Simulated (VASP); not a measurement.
All values below come from PBE GGA, VASP's PBE PAW potentials (set 64) (plane waves; VASP 6.6.1).

A VASP calculation is set up with these files.

**POSCAR**
```
MgB2
1
    1.5249313267    -2.6412580039    -0.0000000000
    1.5249313267     2.6412580039    -0.0000000000
   -0.0000000000     0.0000000000     3.4550726218
Mg B
1 2
Direct
  0.0000000000   0.0000000000   1.0000000000
  0.3333330000   0.6666670000   0.5000000000
  0.6666670000   0.3333330000   0.5000000000
```

### KPOINTS
```
Automatic mesh
0
G
12 12 9
```

INCAR:
```
# general
SYSTEM  = MgB2
PREC    = Accurate
ENCUT   = 620
LREAL   = .FALSE.   # projection in real space or not
LASPH   = .TRUE.

# electronic loop
EDIFF   = 1E-6   # SCF stop (eV)
NELM    = 100   # most electronic steps
ALGO    = Normal

# smearing
ISMEAR  = 1   # Methfessel-Paxton
SIGMA   = 0.1   # width (eV)

# functional
GGA     = PE

# ions
IBRION  = 2   # conjugate gradients
NSW     = 40
ISIF    = 3
EDIFFG  = -0.02
PSTRESS = 100

# output
LWAVE   = .FALSE.
LCHARG  = .FALSE.
```

POTCAR, in this order: Mg B (PBE.64 set). Program: vasp_std.

Energy and stress use the plane-wave basis of the starting cell.

Task: Estimate the energy per atom (σ→0), volume per atom, band gap (on the k-mesh).

Result: 
- energy per atom (σ→0) = -5.093 eV/atom
- band gap (on the k-mesh) = none (metal, semimetal or under 0.01 eV)
- volume per atom = 9.02 Å³/atom

OSZICAR:
```
...
   3 F= -.13588070E+02 E0= -.13588132E+02  d E =-.113739E-01
       N       E                     dE             d eps       ncg     rms          rms(c)
DAV:   1    -0.152782121920E+02    0.11302E-02   -0.16492E-02  2112   0.998E-01    0.793E-02
DAV:   2    -0.152778495895E+02    0.36260E-03   -0.76051E-04  2040   0.181E-01    0.355E-02
DAV:   3    -0.152777729754E+02    0.76614E-04   -0.33621E-04  1856   0.102E-01    0.640E-03
DAV:   4    -0.152777718447E+02    0.11307E-05   -0.83578E-06  1752   0.241E-02    0.188E-03
DAV:   5    -0.152777716467E+02    0.19799E-06   -0.72276E-07  1352   0.510E-03
   4 F= -.13588669E+02 E0= -.13588757E+02  d E =-.598641E-03
```

The compound is MgB2 in the AlB2 type structure. This run relaxes it under an external pressure of 10 GPa. Symmetry was kept, so distortions that lower it aren't found.
